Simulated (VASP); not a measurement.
Computed with LDA (Ceperley-Alder, Perdew-Zunger), VASP's LDA PAW potentials (set 64) (plane waves; VASP 6.6.1).

A VASP calculation is set up with these files.

**POSCAR**
```
BaHfO3
1
    4.1230060973     0.0000000000     0.0000000000
    0.0000000000     4.1230060973     0.0000000000
    0.0000000000     0.0000000000     4.1230060973
Ba Hf O
1 1 3
Direct
  0.0000000000   0.0000000000   0.0000000000
  0.5000000000   0.5000000000   0.5000000000
  0.5000000000   0.0000000000   0.5000000000
  0.0000000000   0.5000000000   0.5000000000
  0.5000000000   0.5000000000   0.0000000000
```

### KPOINTS
```
k-points along high-symmetry lines
15
Line-mode
Reciprocal
  0.000000   0.000000   0.000000 ! GAMMA
  0.000000   0.500000   0.000000 ! X

  0.000000   0.500000   0.000000 ! X
  0.500000   0.500000   0.000000 ! M

  0.500000   0.500000   0.000000 ! M
  0.000000   0.000000   0.000000 ! GAMMA

  0.000000   0.000000   0.000000 ! GAMMA
  0.500000   0.500000   0.500000 ! R

  0.500000   0.500000   0.500000 ! R
  0.000000   0.500000   0.000000 ! X

  0.500000   0.500000   0.500000 ! R
  0.500000   0.500000   0.000000 ! M
```

INCAR:
```
LCHARG = .False.
LMAXMIX = 6
SYSTEM = BaHfO3
SIGMA = 0.05
LREAL = .False.
ICHARG = 11   ! fixed density
LORBIT = 11
ALGO = Normal   ! blocked Davidson
LASPH = .True.
ENCUT = 520
NELM = 100
PREC = Accurate
EDIFF = 1E-7
LWAVE = .False.
ISMEAR = 0
```

POTCAR, in this order: Ba_sv Hf_pv O (LDA.64 set). Program: vasp_std. Read from the step before: CHGCAR.

Problem. What will the output report for the number of irreducible k-points (NKPTS), largest plane-wave count, number of space-group operations, FFT grid (NGX, NGY, NGZ)?

Solution. 
```json
{
 "number of irreducible k-points (NKPTS)": "90",
 "largest_plane_wave_count": "1924",
 "number_of_space_group_operations": "48",
 "FFT grid (NGX, NGY, NGZ)": "32 × 32 × 32"
}
```

The compound is BaHfO3 in the cubic perovskite structure. It was relaxed first.
